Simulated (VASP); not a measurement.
# A point defect in LaSb

Wanted: what a point defect costs in LaSb and how the lattice relaxes round it. The start is a cell from a database of measured crystal structures.

Program: VASP 6.6.1. Level of theory: PBEsol; plane waves and PAW (La, Sb), in the first sound run; inputs show where later runs differ. Results are calculated unless marked as measured.

## 1. The host crystal

Symmetry: Fm-3m, No. 225, cubic system. The conventional cell has a = 6.490 Å, b = 6.490 Å, c = 6.490 Å, α = 90.00°, β = 90.00°, γ = 90.00°. La has 6 Sb at 3.25 Å nearest. Nearest to Sb lie 6 La at 3.25 Å. Farther neighbours are not listed.

Structure file:

```cif
data_structure
_symmetry_space_group_name_H-M 'Fm-3m'
_symmetry_Int_Tables_number 225
_cell_length_a 6.4900
_cell_length_b 6.4900
_cell_length_c 6.4900
_cell_angle_alpha 90.000
_cell_angle_beta 90.000
_cell_angle_gamma 90.000
_cell_volume 273.36
loop_
_atom_site_label
_atom_site_type_symbol
_atom_site_symmetry_multiplicity
_atom_site_Wyckoff_symbol
_atom_site_fract_x
_atom_site_fract_y
_atom_site_fract_z
_atom_site_occupancy
La1 La 4 a 0.00000 0.00000 0.00000 1
Sb1 Sb 4 b 0.50000 0.00000 0.00000 1
```

## 2. Relaxing the host crystal

First cell and atoms are relaxed at a raised cutoff, so that later runs start from this functional's own cell.

INCAR reads:

```
SYSTEM = LaSb
PREC = Accurate
ENCUT = 350
EDIFF = 1E-06
NELM = 120
ISMEAR = 0
SIGMA = 0.05
LREAL = .FALSE.
ALGO = Normal
GGA = PS
NBANDS = 14
LASPH = .TRUE.
LORBIT = 11
LWAVE = .FALSE.
LCHARG = .FALSE.
IBRION = 2
NSW = 40
ISIF = 3
EDIFFG = -0.02
POTIM = 0.4
```

POSCAR reads:

```
LaSb
1.0
    0.0000000000      3.2450000000      3.2450000000
    3.2450000000      0.0000000000      3.2450000000
    3.2450000000      3.2450000000      0.0000000000
La Sb
1 1
Direct
    0.0000000000      0.0000000000      0.0000000000
    0.5000000000      0.5000000000      0.5000000000
```

KPOINTS reads:

```
Automatic mesh
0
Gamma
4 4 4
0 0 0
```

Potentials, in the order of the species: La and Sb (PBE family, release 64).

On the command line:

```sh
> export OMP_NUM_THREADS=5
> mpirun -np 1 vasp_std
```

What it wrote:

```text
[banner, memory and clock lines left out]
running    1 mpi-ranks, on    1 nodes
 distrk:  each k-point on    1 cores,    1 groups
 distr:  one band on    1 cores,    1 groups
 Offloading initialized ...    1 GPUs detected
 POSCAR found type information on POSCAR LaSb
 POSCAR found :  2 types and       2 ions
|                                                                             |
|               ----> ADVICE to this user running VASP <----                  |
|                                                                             |
|     You enforced a specific xc type in the INCAR file but a different       |
|     [... a line on the potential file left out ...]
|     I HOPE YOU KNOW WHAT YOU ARE DOING!                                     |
|                                                                             |

 LDA part: xc-table for (Slater+PW92), standard interpolation
 POSCAR, INCAR and KPOINTS ok, starting setup
 FFT: planning ... GRIDC
 FFT: planning ... GRID_SOFT
 FFT: planning ... GRID
 WAVECAR not read
 entering main loop
       N       E                     dE             d eps       ncg     rms          rms(c)
DAV:   1     0.117910911397E+03    0.11791E+03   -0.40970E+03   224   0.949E+02
DAV:   2    -0.223361115997E+01   -0.12014E+03   -0.11396E+03   296   0.188E+02
DAV:   3    -0.120593845605E+02   -0.98258E+01   -0.95814E+01   318   0.905E+01
DAV:   4    -0.124397778370E+02   -0.38039E+00   -0.37830E+00   380   0.134E+01
DAV:   5    -0.124581420372E+02   -0.18364E-01   -0.18339E-01   334   0.289E+00    0.333E+00
DAV:   6    -0.123832974095E+02    0.74845E-01   -0.14141E-01   336   0.177E+00    0.212E+00
DAV:   7    -0.123678459938E+02    0.15451E-01   -0.80502E-02   364   0.163E+00    0.600E-01
DAV:   8    -0.123692738054E+02   -0.14278E-02   -0.13965E-02   380   0.101E+00    0.133E-01
DAV:   9    -0.123695189911E+02   -0.24519E-03   -0.23508E-03   396   0.446E-01    0.541E-02
DAV:  10    -0.123695423328E+02   -0.23342E-04   -0.24043E-04   416   0.942E-02    0.318E-02
DAV:  11    -0.123695708064E+02   -0.28474E-04   -0.20501E-04   370   0.100E-01    0.130E-02
DAV:  12    -0.123695791702E+02   -0.83638E-05   -0.10662E-04   392   0.524E-02    0.884E-03
DAV:  13    -0.123695809084E+02   -0.17381E-05   -0.12827E-05   394   0.277E-02    0.167E-03
DAV:  14    -0.123695815980E+02   -0.68962E-06   -0.59609E-07   248   0.845E-03
   1 F= -.12369582E+02 E0= -.12369582E+02  d E =-.123696E+02
 curvature:   0.00 expect dE= 0.000E+00 dE for cont linesearch  0.000E+00
 trial: gam= 0.00000 g(F)=  0.000E+00 g(S)=  0.692E-02 ort = 0.000E+00 (trialstep = 0.100E+01)
 search vector abs. value=  0.692E-02
 bond charge predicted
       N       E                     dE             d eps       ncg     rms          rms(c)
DAV:   1    -0.124009896758E+02   -0.31409E-01   -0.91005E-01   298   0.858E+00    0.794E-01
DAV:   2    -0.123783765956E+02    0.22613E-01   -0.62437E-02   344   0.329E+00    0.405E-01
DAV:   3    -0.123719111159E+02    0.64655E-02   -0.42500E-02   352   0.194E+00    0.124E-01
DAV:   4    -0.123716121653E+02    0.29895E-03   -0.22225E-03   374   0.495E-01    0.691E-02
DAV:   5    -0.123715743066E+02    0.37859E-04   -0.13962E-03   386   0.281E-01    0.328E-02
DAV:   6    -0.123715912080E+02   -0.16901E-04   -0.22134E-04   396   0.108E-01    0.360E-02
DAV:   7    -0.123716121095E+02   -0.20901E-04   -0.10891E-04   360   0.849E-02    0.125E-02
DAV:   8    -0.123716040520E+02    0.80575E-05   -0.55584E-05   388   0.539E-02    0.327E-03
DAV:   9    -0.123716045015E+02   -0.44943E-06   -0.15163E-06   284   0.934E-03
   2 F= -.12371605E+02 E0= -.12371605E+02  d E =-.202290E-02
 trial-energy change:   -0.002023  1 .order   -0.001959   -0.006924    0.003007
 step:   0.7053(harm=  0.6972)  dis= 0.00000  next Energy=   -12.372046 (dE=-0.246E-02)
 bond charge predicted
       N       E                     dE             d eps       ncg     rms          rms(c)
DAV:   1    -0.123746364024E+02   -0.30324E-02   -0.78764E-02   298   0.250E+00    0.238E-01
DAV:   2    -0.123726030878E+02    0.20333E-02   -0.59435E-03   360   0.105E+00    0.116E-01
DAV:   3    -0.123720821140E+02    0.52097E-03   -0.35608E-03   366   0.571E-01    0.325E-02
DAV:   4    -0.123720514268E+02    0.30687E-04   -0.16839E-04   394   0.133E-01    0.166E-02
DAV:   5    -0.123720446058E+02    0.68210E-05   -0.11105E-04   388   0.753E-02    0.865E-03
DAV:   6    -0.123720457353E+02   -0.11294E-05   -0.31379E-05   390   0.426E-02    0.972E-03
DAV:   7    -0.123720443963E+02    0.13389E-05   -0.76460E-06   384   0.223E-02    0.389E-03
DAV:   8    -0.123720437394E+02    0.65690E-06   -0.19701E-06   300   0.139E-02
   3 F= -.12372044E+02 E0= -.12372044E+02  d E =-.246214E-02
 curvature:  -0.35 expect dE=-0.189E-07 dE for cont linesearch -0.189E-07
 trial: gam=-0.00279 g(F)=  0.381E-64 g(S)=  0.542E-07 ort = 0.194E-04 (trialstep = 0.941E+00)
 search vector abs. value=  0.100E-09
 reached required accuracy - stopping structural energy minimisation
```

The job ended after 21 s (1 × NVIDIA H100 80GB HBM3, 81559 MiB with 1 MPI rank of AMD EPYC 7R13 (Zen 3), card shared with another run, shared host; peak memory 1.7 GiB).

The logs omit lines about the potential files and the build; timing stands in the text.

OUTCAR, selected parts (step 2):

```text
ion  position               nearest neighbor table
   1  0.000  0.000  0.000-   2 3.25   2 3.25   2 3.25   2 3.25   2 3.25   2 3.25
   2  0.500  0.500  0.500-   1 3.25   1 3.25   1 3.25   1 3.25   1 3.25   1 3.25

  LATTYP: Found a face centered cubic cell.
 ALAT       =     6.4900000000

 Subroutine GETGRP returns: Found 48 space group operations
 (whereof 48 operations were pure point group operations)

The static configuration has the point symmetry O_h .

 Found      8 irreducible k-points:

   k-points           NKPTS =      8   k-points in BZ     NKDIM =      8   number of bands    NBANDS=     14

   dimension x,y,z NGX =    28 NGY =   28 NGZ =   28
   dimension x,y,z NGXF=    56 NGYF=   56 NGZF=   56

   ENCUT  =  350.0 eV  25.72 Ry    5.07 a.u.   7.00  7.00  7.00*2*pi/ulx,y,z

   NELECT =      16.0000    total number of electrons

 k-points in reciprocal lattice and weights: Automatic mesh
   0.00000000  0.00000000  0.00000000       0.016
   0.25000000  0.00000000  0.00000000       0.125
   0.50000000  0.00000000  0.00000000       0.063
   0.25000000  0.25000000  0.00000000       0.094
   0.50000000  0.25000000  0.00000000       0.375
  -0.25000000  0.25000000  0.00000000       0.188
   0.50000000  0.50000000  0.00000000       0.047
  -0.25000000  0.50000000  0.25000000       0.094

 average (electrostatic) potential at core
       1 -97.1310       2 -84.3334

 E-fermi :   6.7046

 k-point     1 :       0.0000    0.0000    0.0000
  band No.  band energies     occupation
      1     -25.7360      2.00000
      2      -9.3545      2.00000
      3      -9.3545      2.00000
      4      -9.3545      2.00000
      5      -2.2772      2.00000
      6       6.9502      0.00000
      7       6.9502      0.00000
      8       6.9502      0.00000
      9       7.9477      0.00000
     10       7.9477      0.00000
    ...

 k-point     2 :       0.2500    0.0000    0.0000
  band No.  band energies     occupation
    ...
      4      -9.3616      2.00000
      5      -1.6564      2.00000
      6       4.8466      2.00000
      7       5.7075      2.00000
      8       5.7075      2.00000
      9       8.1558      0.00000
     10       8.5283      0.00000
     11       8.5283      0.00000
     12       9.0547      0.00000
     13       9.0547      0.00000
    ...

 k-point     3 :       0.5000    0.0000    0.0000
  band No.  band energies     occupation
    ...
      4      -9.3685      2.00000
      5      -0.8995      2.00000
      6       3.4144      2.00000
      7       5.0371      2.00000
      8       5.0371      2.00000
      9       8.6222      0.00000
     10       8.8976      0.00000
     11       8.8976      0.00000
     12       9.1047      0.00000
     13       9.1047      0.00000
    ...

  Total       -0.0009673     -0.0009673     -0.0009673     -0.0000000      0.0000000      0.0000000
  in kB       -0.0230010     -0.0230010     -0.0230010     -0.0000000      0.0000000      0.0000000
  external PRESSURE =      -0.0230010 kB  Pullay stress =       0.0000000 kB

  energy-cutoff  :      350.00
  volume of cell :       67.38
      direct lattice vectors                 reciprocal lattice vectors
    -0.000000000  3.229726080  3.229726080    -0.154811890  0.154811890  0.154811890
     3.229726080 -0.000000000  3.229726080     0.154811890 -0.154811890  0.154811890
     3.229726080  3.229726080  0.000000000     0.154811890  0.154811890 -0.154811890

 POSITION                                       TOTAL-FORCE (eV/Angst)
 -----------------------------------------------------------------------------------
      0.00000      0.00000      0.00000         0.000000     -0.000000      0.000000
      3.22973      3.22973      3.22973         0.000000      0.000000     -0.000000
 -----------------------------------------------------------------------------------
    total drift:                                0.000000      0.000000      0.000000

  FREE ENERGIE OF THE ION-ELECTRON SYSTEM (eV)
  ---------------------------------------------------
  free  energy   TOTEN  =       -12.3720437394 eV

  energy  without entropy=      -12.3720437394  energy(sigma->0) =      -12.37204374

 reached required accuracy - stopping structural energy minimisation

 total charge
# of ion       s       p       d       f       tot
--------------------------------------------------
    1        2.029   5.636   0.697   0.121   8.483
    2        1.129   1.420   0.010   0.000   2.559
--------------------------------------------------
tot          3.158   7.056   0.707   0.121  11.042

[... 3 further parts left out ...]
```

CONTCAR:

```
LaSb
    1.000000000000000
    -0.0000000000000000    3.2297260803780579    3.2297260803780579
     3.2297260803780579   -0.0000000000000000    3.2297260803780579
     3.2297260803780579    3.2297260803780579    0.0000000000000000
  La              Sb
     1     1
Direct
     0.0000000000000000    0.0000000000000000    0.0000000000000000
     0.5000000000000000    0.5000000000000000    0.5000000000000000
```

The k-mesh is coarse for a metal. The PAW data sets were made with PBE, which is usual practice but a small mismatch for other functionals. The run keeps the 48 symmetry operations of its start, so it cannot find a distortion of lower symmetry.

The steps of the relaxation:

```
step  energy less that of the first step (eV)  largest force (eV/Å)  pressure (GPa)  volume (Å³)
   1                                   0.0000                0.0000           -0.81        68.34
   2                                  -0.0020                0.0000            0.36        66.98
   3                                  -0.0025                0.0000            0.00        67.38
```

```
conventional cell, symmetrised  before  after  change
                         a (Å)   6.490  6.459  -0.5 %
                         b (Å)   6.490  6.459  -0.5 %
                         c (Å)   6.490  6.459  -0.5 %
              volume (Å³/atom)   34.17  33.69  -1.4 %
```

Final coordinates:

```cif
data_structure
_symmetry_space_group_name_H-M 'P 1'
_symmetry_Int_Tables_number 1
_cell_length_a 4.5675
_cell_length_b 4.5675
_cell_length_c 4.5675
_cell_angle_alpha 60.000
_cell_angle_beta 60.000
_cell_angle_gamma 60.000
_cell_volume 67.38
loop_
_atom_site_label
_atom_site_type_symbol
_atom_site_fract_x
_atom_site_fract_y
_atom_site_fract_z
_atom_site_occupancy
La1 La 0.00000 0.00000 0.00000 1
Sb2 Sb 0.50000 0.50000 0.50000 1
```

Numbers from this step:

```yaml
electronic_cycles: 31
electrons: 16
free_energy_toten: -12.37 eV
fermi_energy: 6.705 eV
labelled_metallic_from_the_levels_on_this_mesh: yes
```

The run ended after 3 ionic steps, 0.002 eV below its first step, once forces and stress met EDIFFG = -0.02.

(Part 1 of 5 ends here.)

[Lines on the potential files, build, host, timing and source positions are cut from VASP's logs without a mark.]

[Logs are printed without paths, hosts, clocks, repeated set-up lines and the standing remarks that a program may print on its own settings, such as how far it seeks lower states.]

[Hosts, paths, dates, database ids (printed as entryN), source tags and the programs' standing remarks are cut or masked in the printed files.]

[In band tables of VASP the shares of atoms and orbitals are scaled to a sum of 1 inside the atoms' spheres.]

[Runs that stopped without an error message from VASP are left out.]
